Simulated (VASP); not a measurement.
Output of a VASP run:

File OSZICAR:
```
       N       E                     dE             d eps       ncg     rms          rms(c)
DAV:   1     0.292434283320E+03    0.29243E+03   -0.14356E+04  1032   0.121E+03
DAV:   2    -0.938024300544E+01   -0.30181E+03   -0.29954E+03  1040   0.395E+02
DAV:   3    -0.464619761705E+02   -0.37082E+02   -0.36496E+02  1808   0.115E+02
DAV:   4    -0.487584314517E+02   -0.22965E+01   -0.22891E+01  1328   0.266E+01
DAV:   5    -0.488924110237E+02   -0.13398E+00   -0.13397E+00  1632   0.575E+00    0.183E+01
DAV:   6    -0.459854617332E+02    0.29069E+01   -0.54811E+01  1424   0.503E+01    0.819E+00
DAV:   7    -0.449976188785E+02    0.98784E+00   -0.15804E+01  1368   0.263E+01    0.547E+00
DAV:   8    -0.448728059145E+02    0.12481E+00   -0.12627E+00  1392   0.778E+00    0.888E-01
DAV:   9    -0.448683030437E+02    0.45029E-02   -0.64288E-02  1360   0.193E+00    0.547E-01
DAV:  10    -0.448683413992E+02   -0.38356E-04   -0.11518E-02  1464   0.779E-01    0.175E-01
DAV:  11    -0.448681837600E+02    0.15764E-03   -0.17189E-03  1376   0.255E-01    0.123E-02
DAV:  12    -0.448681845550E+02   -0.79496E-06   -0.47730E-05  1416   0.425E-02    0.636E-03
DAV:  13    -0.448681844290E+02    0.12601E-06   -0.26449E-06  1040   0.109E-02
   1 F= -.44868184E+02 E0= -.44864600E+02  d E =-.716824E-02
```

File OUTCAR:
```
------------------------ aborting loop because EDIFF is reached ----------------------------------------
  FORCE on cell =-STRESS in cart. coord.  units (eV):
  Direction    XX          YY          ZZ          XY          YZ          ZX
  --------------------------------------------------------------------------------------
  Total       -4.2294933     -4.3158181     -3.3742039      0.0000000      0.0000000      0.0000000
  in kB      -78.4963095    -80.0984353    -62.6227630      0.0000000      0.0000000      0.0000000
  external PRESSURE =     -73.7391693 kB  Pullay stress =       0.0000000 kB
  volume of cell :       86.33
      direct lattice vectors                 reciprocal lattice vectors
     1.773754000 -6.792400000  0.000000000     0.281888018 -0.073611684  0.000000000
     1.773754000  6.792400000  0.000000000     0.281888018  0.073611684  0.000000000
     0.000000000  0.000000000  3.582639000     0.000000000  0.000000000  0.279123853
 POSITION                                       TOTAL-FORCE (eV/Angst)
 -----------------------------------------------------------------------------------
      1.77375     -5.39154      2.68698         0.000000      0.140387      0.000000
      1.77375      5.39154      0.89566         0.000000     -0.140387     -0.000000
      1.77375     -0.79131      2.68698         0.000000     -0.060206     -0.000000
      1.77375      0.79131      0.89566         0.000000      0.060206     -0.000000
      1.77375      3.40041      2.68698         0.000000     -0.009515     -0.000000
      1.77375     -3.40041      0.89566         0.000000      0.009515     -0.000000
 -----------------------------------------------------------------------------------
    total drift:                               -0.000000     -0.000000     -0.000000
  FREE ENERGIE OF THE ION-ELECTRON SYSTEM (eV)
  ---------------------------------------------------
  free  energy   TOTEN  =       -44.8681844290 eV

  energy  without entropy=      -44.8610161903  energy(sigma->0) =      -44.86460031
```
(Selected blocks of OUTCAR.)

File POSCAR:
```
TiSi2
1
    1.7737540000    -6.7924000000     0.0000000000
    1.7737540000     6.7924000000     0.0000000000
    0.0000000000     0.0000000000     3.5826390000
Ti Si
2 4
Direct
  0.8968800000   0.1031200000   0.7500000000
  0.1031200000   0.8968800000   0.2500000000
  0.5582500000   0.4417500000   0.7500000000
  0.4417500000   0.5582500000   0.2500000000
  0.2496900000   0.7503100000   0.7500000000
  0.7503100000   0.2496900000   0.2500000000
```

Q: Reconstruct the remaining input files.

A: One answer among several that fit: the input of the run itself, LDA (Ceperley-Alder, Perdew-Zunger), plane waves, VASP's LDA PAW potentials (set 64).

INCAR:
```
SYSTEM = TiSi2
PREC = Accurate
ENCUT = 300
EDIFF = 1E-6
NELM = 100
ALGO = Normal
LREAL = .FALSE.
LASPH = .TRUE.
ISMEAR = 0
SIGMA = 0.1
LMAXMIX = 4
LWAVE = .FALSE.
LCHARG = .FALSE.
ISIF = 2
```

KPOINTS:
```
Regular mesh
0
G
  4 4 4
```

POTCAR, in this order: Ti_sv Si (LDA.64 set). Program: vasp_std.

At this cut-off the stress carries a Pulay error, which pulls relaxed volumes low.

The structure comes from a computed database's TiSi2 entry; how it stands against other phases isn't given here. The cell was not relaxed at this level. The k-mesh is coarse (spacing up to 0.46 per Å, 2π included), so the numbers may not be converged in it. The run is one of a series of settings (KPOINTS 4×4×4 Γ-centred mesh against the base run), some of them coarse on purpose.
